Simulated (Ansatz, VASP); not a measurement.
# GaP in two plane-wave programs, part 2 of 2

Aim: how closely do two programs agree when they are given the same cell, functional and k mesh? The cell is taken from a series of runs on this material, whose earlier steps may have relaxed, scaled, displaced or heated it; both programs get it as it stands.

VASP 6.6.1 and Ansatz 0.2.0.

So far: Set-up; VASP: zone-centre phonons, RPBE.

### 3. Ansatz: zone-centre phonons, RPBE

Level of this step: Ansatz beside VASP: Kohn-Sham DFT, plane waves, RPBE (Ansatz).

Ansatz runs on its default PAW (the set named soft_2) files.

The same cell, functional and mesh now go to Ansatz, which takes its cutoff from its data sets.

The input, input.yaml:

```yaml
crystal:
  lattice:
    - [0.0, 2.7774910098, 2.7774910098]
    - [2.7774910098, 0.0, 2.7774910098]
    - [2.7774910098, 2.7774910098, 0.0]
  atoms:
    - { symbol: Ga, position: [0.0, 0.0, 0.0] }
    - { symbol: P, position: [0.25, 0.25, 0.25] }
kpoints:
  mp_grid: { grid: [8, 8, 8] }
hamiltonian:
  xc: rpbe
scf:
  occupations: { method: fixed }
output:
  eigenvalues: true
phonons:
  method: dfpt
  dielectric: true
  rigid_motions: translations
```

Run with:

```sh
ansatz run input.yaml --threads 4 --pin off --max-ram 7168MiB --backend cpu --events-out ev --progress --plain --runs-dir out
```

Numbers of over 12 decimals in the logs are rounded to 6 here.

The log of the run:

```text
Engine: ansatz 0.2.0, aarch64-unknown-linux-gnu
Pseudopotentials: kind: paw
Pseudopotential: Ga, paw, valence charge 13, recommended cutoff 420 eV (normal), Ga.paw.azcp
Pseudopotential: P, paw, valence charge 5, recommended cutoff 420 eV (normal), P.paw.azcp
Functional definition: RPBE
  parameter kappa = 0.804
  parameter beta = 0.066725
  exchange = rpbe_x(kappa = kappa, mu = beta*pi^2/3)
  correlation = pbe_c(beta = beta)
Crystal: 2 atoms, lattice volume = 42.854 Å³
Basis set: ecut = 420 eV, 869 PW (Γ), exchange–correlation on 54×54×54 points (8 copies of the dense FFT grid, shifted against one another)
Bands: 13, of which v1, the nominal top of the filled ones, is band 9 counted from 1 (8 counted from 0)
Symmetry: 24 space group operations
k-points: 95 of 512 (irreducible under 4 space group operations, time reversal used)
Non-local potential: Ga, projectors of the file, l = 0: 2, l = 1: 2, l = 2: 3, l = 3: 1
Non-local potential: P, projectors of the file, l = 0: 2, l = 1: 2, l = 2: 2
PAW form: soft (Blöchl's): semilocal exchange-correlation on the pseudo side does not see the compensation charge
PAW frozen core: Ga, regenerated for the run's functional, and the local potential with it (the file was generated under x = pbe(κ = 0.804, μ = 0.219515), c = pbe(β = 0.066725))
PAW frozen core: P, regenerated for the run's functional, and the local potential with it (the file was generated under x = pbe(κ = 0.804, μ = 0.219515), c = pbe(β = 0.066725))
PAW one-centre angular grid: Ga, 590 points (default); XC on 64 Gauss nodes
PAW one-centre angular grid: P, 110 points (default); XC on 64 Gauss nodes
Initial density: superposition of atomic densities (neutral atoms: chi_scale 0, normalization atom), corrected by the library's trained network
Initial wavefunctions: pseudopotential atomic-orbital guess
Functional: x = rpbe, c = pbe(β = 0.066725)
SCF iter   1: F=—  HF=-4548.404693 eV  |F-HF|=—  |Δ(HF+E_count)|=         —  Δρ=3.24e-3  dr2=1.89e-3  ethr=1.77e-3  ⟨swp⟩=5.0  Hψ=6517  notcnv=0  defer=174
preconditioner: auto → none  [insulator: Δε(μ)=1.496 eV  Ē_g=15.336 eV  n_scr=14 (ndim 8)  ℏωp=24.1 eV  f_vac=0.021  ε∞_Penn≈3.5]
SCF iter   2: F=—  HF=-4548.403680 eV  |F-HF|=—  |Δ(HF+E_count)|=   1.01e-3  Δρ=1.17e-3  dr2=6.23e-4  ethr=1.05e-5  ⟨swp⟩=2.6  Hψ=3115  notcnv=0  defer=185
SCF iter   3: F=—  HF=-4548.403362 eV  |F-HF|=—  |Δ(HF+E_count)|=   3.19e-4  Δρ=5.25e-4  dr2=7.89e-5  ethr=3.46e-6  ⟨swp⟩=2.0  Hψ=2292  notcnv=0  defer=180
SCF iter   4: F=—  HF=-4548.403377 eV  |F-HF|=—  |Δ(HF+E_count)|=   1.51e-5  Δρ=1.67e-4  dr2=5.65e-6  ethr=4.39e-7  ⟨swp⟩=2.1  Hψ=1882  notcnv=0  defer=175
SCF iter   5: F=—  HF=-4548.403379 eV  |F-HF|=—  |Δ(HF+E_count)|=   2.24e-6  Δρ=5.81e-5  dr2=7.83e-7  ethr=3.14e-8  ⟨swp⟩=2.0  Hψ=2064  notcnv=0  defer=150
SCF iter   6: F=—  HF=-4548.403377 eV  |F-HF|=—  |Δ(HF+E_count)|=   1.53e-6  Δρ=7.35e-6  dr2=1.76e-8  ethr=4.35e-9  ⟨swp⟩=2.0  Hψ=2087  notcnv=0  defer=151
SCF iter   7: F=—  HF=-4548.403378 eV  |F-HF|=—  |Δ(HF+E_count)|=   9.00e-8  Δρ=1.68e-6  dr2=5.83e-10  ethr=9.80e-11  ⟨swp⟩=2.8  Hψ=2189  notcnv=0  defer=152
SCF iter   8: F=-4548.403378 eV  HF=-4548.403378 eV  |F-HF|=2.82e-11  |Δ(HF+E_count)|=   6.45e-9  Δρ=1.05e-7  dr2=4.23e-12  ethr=1.00e-12  ⟨swp⟩=11.0  Hψ=9114  notcnv=0
SCF 1 converged in 8 iterations: F = -4548.403378 eV  dr2 = 4.23e-12
  greatest PAW one-centre occupation: 0.994 electrons in one spin orbital (limit 2), on the Ga atom at site 0 (counted from 0), in its partial waves of l = 2
DFPT response loops at Γ: preconditioner auto → none (the input reference at scf.mixing.eps_inf says where Resta's filter doesn't serve); β = 0.50; Broyden in place of MSR1
── the response to a field inside a basis, on 10×10×10 k-points: an SCF that follows is theirs, and a resumed run solves both again ──
Bands: 10, of which v1, the nominal top of the filled ones, is band 9 counted from 1 (8 counted from 0)
k-points: 110
Initial density: handed on by an earlier stage of this run
Initial wavefunctions: pseudopotential atomic-orbital guess (no wavefunctions were taken with the density)
Eigensolver: Dense (110 Hₖ)
SCF iter   1: F=—  HF=-4548.404141 eV  |F-HF|=—  |Δ(HF+E_count)|=         —  Δρ=2.00e-4  dr2=1.14e-5  ethr=1.00e-1
preconditioner: auto → none  [insulator: Δε(μ)=1.599 eV  Ē_g=13.009 eV  n_scr=14 (ndim 8)  ℏωp=24.1 eV  f_vac=0.018  ε∞_Penn≈4.4]
SCF iter   2: F=—  HF=-4548.404139 eV  |F-HF|=—  |Δ(HF+E_count)|=   1.65e-6  Δρ=1.56e-4  dr2=4.54e-6  ethr=6.32e-8
SCF iter   3: F=—  HF=-4548.404141 eV  |F-HF|=—  |Δ(HF+E_count)|=   1.54e-6  Δρ=1.89e-5  dr2=1.56e-7  ethr=2.52e-8
SCF iter   4: F=-4548.404141 eV  HF=-4548.404141 eV  |F-HF|=7.07e-8  |Δ(HF+E_count)|=   2.13e-7  Δρ=1.15e-5  dr2=5.58e-8  ethr=8.68e-10
SCF 1 converged in 4 iterations: F = -4548.404141 eV  dr2 = 5.58e-8
DFPT response loops at Γ: mixed as the last ones told, above
WARN: field response: ε∞ stands inside a basis, on 10×10×10 points; the force constants stand on the 8×8×8 k-mesh, whose period is 10.45 times the interband length at k = (0.0000, 0.0000, 0.0000), direct gap 1.493 eV, under 14: take them and everything formed from them as unconverged, and compare with a denser kpoints.mp_grid
SCF converged after 8 iterations
Free energy (F): -4548.403378 eV
Harris-Foulkes:  -4548.403378 eV  (|F-HF|=2.82e-11)
Internal energy: -4548.403378 eV  (E = F + TS)
E sigma→0 (E₀):  -4548.403378 eV
Fermi energy:    6.483713 eV
--- Per-component energies (eV) ---
  E_band       = -66.335239
  E_kinetic    = 184.517717
  E_local      = -2237.853753  (includes V_loc(G=0)·N_el)
  E_nonlocal   = 458.074565
  E_hartree    = 1032.445615
  E_xc         = -130.054049
  E_vxc        = -117.635927  (∫ρ·V_xc dr)
  E_paw        = -2567.422945  (= ΣΔE_a)
  E_vpaw       = -418.328916  (= ΣTr[D̂ρ^β])
  E_aug_tail   = -0.000115  (compensation charges beyond the density's cutoff)
  E_ewald      = -1287.955792
  E_core_change = -0.154620  (= ΣΔE_core)
  E_smearing   = -0.000000  (= −TS)
  E_closure    = 0.000000  (closes the sum)
  Σ components = -4548.403378   (vs F -4548.403378, Δ=0.00e0)
--- Band table (eV; the first three rows and the last of 95) ---
  k-point 0: bands = [... 5 lower, -5.5663, 6.4837, 6.4837, 6.4837, 7.9767, 10.4181, 10.4181, 10.4181]
  k-point 1: bands = [... 5 lower, -5.3792, 4.8891, 6.2756, 6.2756, 8.7119, 10.7417, 10.7417, 10.9071]
  k-point 2: bands = [... 5 lower, -4.8501, 2.7645, 5.8766, 5.8766, 8.5351, 11.2297, 11.2297, 12.6530]
  k-point 94: bands = [... 5 lower, -2.7991, 0.2164, 3.1995, 3.3618, 11.1416, 11.2583, 12.4911, 12.7330]
--- Phonons (Γ-DFPT): 2 representative perturbations + reference, on 95 of 512 k-points (Σ response iterations 6) ---
  k mesh reduced under 4 symmetry operations, with k and −k counted as one. Each operation leaves every solved perturbation unchanged. A smaller set is not considered because the run solves the response to a homogeneous field
  ASR residual: 3.203e-5 → 0.000e0 eV/Å²; symmetrization residual: 1.255e-6 eV/Å²
  ASR residual per site (eV/Å²): 9.72e-6 3.20e-5
  Γ frequencies (cm⁻¹): 0.00 0.00 0.00 336.24 336.24 336.24
  ε∞ (high-frequency dielectric tensor):
       10.541356    -0.000000     0.000000
       -0.000000    10.541356     0.000000
        0.000000     0.000000    10.541356
  ε⁰ (static dielectric tensor: ions relaxed, cell fixed):
       12.948841    -0.000000     0.000000
       -0.000000    12.948841     0.000000
        0.000000     0.000000    12.948841
  ε⁰ − ε∞ (ionic part):
        2.407486     0.000000    -0.000000
        0.000000     2.407486     0.000000
       -0.000000     0.000000     2.407486
  softest optical mode at Γ: 336.24 cm⁻¹; the repairs (sum rule, projections) moved no ω² at Γ by more than (0.59 cm⁻¹)²
  Born effective charges Z* (e; rows j = field, columns β = displacement):
    site 0:
         2.25471   -0.00000   -0.00000
         0.00000    2.25471    0.00000
        -0.00000    0.00000    2.25471
    site 1:
        -2.25471    0.00000    0.00000
        -0.00000   -2.25471   -0.00000
         0.00000   -0.00000   -2.25471
  Z* charge neutrality: 4.878e-4 e pre-enforcement
  solved inside a basis spanned on kpoints, on 10×10×10 k-points transformed towards the longest dipole: ε∞ is read to err by 2.9e-2, Z* by 1.4e-2 e (field_mesh: kpoints solves on kpoints); Z* is corrected for what the basis lacks
  optical modes at Γ without the LO–TO term, one row a degenerate level:
      ω (cm⁻¹)  modes    IR ((D/Å)²/amu)
        336.24      3            16.4063
  optical modes at Γ + LO–TO along q̂ = [1.0000, 0.0000, 0.0000]:
      ω (cm⁻¹)  modes    IR ((D/Å)²/amu)
        336.24      2            10.9375
        372.66      1             5.4688
  optical modes at Γ + LO–TO along q̂ = [0.0000, 1.0000, 0.0000]:
      ω (cm⁻¹)  modes    IR ((D/Å)²/amu)
        336.24      2            10.9375
        372.66      1             5.4688
  optical modes at Γ + LO–TO along q̂ = [0.0000, 0.0000, 1.0000]:
      ω (cm⁻¹)  modes    IR ((D/Å)²/amu)
        336.24      2            10.9375
        372.66      1             5.4688
```

In the SCF lines HF is the Harris–Foulkes energy and dr2 the Hartree energy of the density residual, in eV; the loop may stop once dr2 is under the threshold and the program's other checks hold. Hψ counts applications of the Hamiltonian.

### 4. Comparison

Known differences besides the potentials themselves: fixed occupations in Ansatz, narrow Gaussian smearing in VASP; VASP's response is taken on the typed mesh, Ansatz refines its own for the field response alone; the cutoff is 420 eV in Ansatz and 500 eV in VASP; Ansatz makes its cores anew for this functional, VASP keeps those of its PBE data sets. Total energies have different zeros and are not compared.

Both answers:

| quantity | Ansatz | VASP | difference |
| --- | --- | --- | --- |
| ε∞ xx | 10.54 | 11.54 | -8.68 % |
| ε∞ yy | 10.54 | 11.54 | -8.68 % |
| ε∞ zz | 10.54 | 11.54 | -8.68 % |
| Born charge of Ga1 (mean of the diagonal) (e) | 2.25 | 2.33 | -0.08 |
| Born charge of P2 (mean of the diagonal) (e) | -2.25 | -2.33 | +0.08 |
| optical mode 1 to 3 (cm⁻¹) | 336.2 | 334.6 | +0.48 % |

Modes are paired by rising frequency, not by their patterns, so a pair may set unlike modes beside each other; they are those without the splitting of longitudinal modes.

### 5. Outcome

| Quantity | Value |
| --- | --- |
| difference in ε∞ xx (zone-centre phonons, RPBE) | -8.7 % |

**Reading.** The difference in ε∞ xx is -8.7 % (zone-centre phonons, RPBE), beyond the 5 % picked in this series as the mark of a large difference. What causes the difference of the zone-centre phonons, RPBE pair stays open here. Such differences can come from data sets, numerical settings and the points named under the comparisons, not from the functional's error against experiment.

[Lines on the potential files, build, host, timing and source positions are cut from VASP's logs without a mark.]

[Logs are printed without paths, hosts, clocks, repeated set-up lines and the standing remarks that a program may print on its own settings, such as how far it seeks lower states.]

[Hosts, paths, dates, database ids (printed as entryN), source tags and the programs' standing remarks are cut or masked in the printed files.]
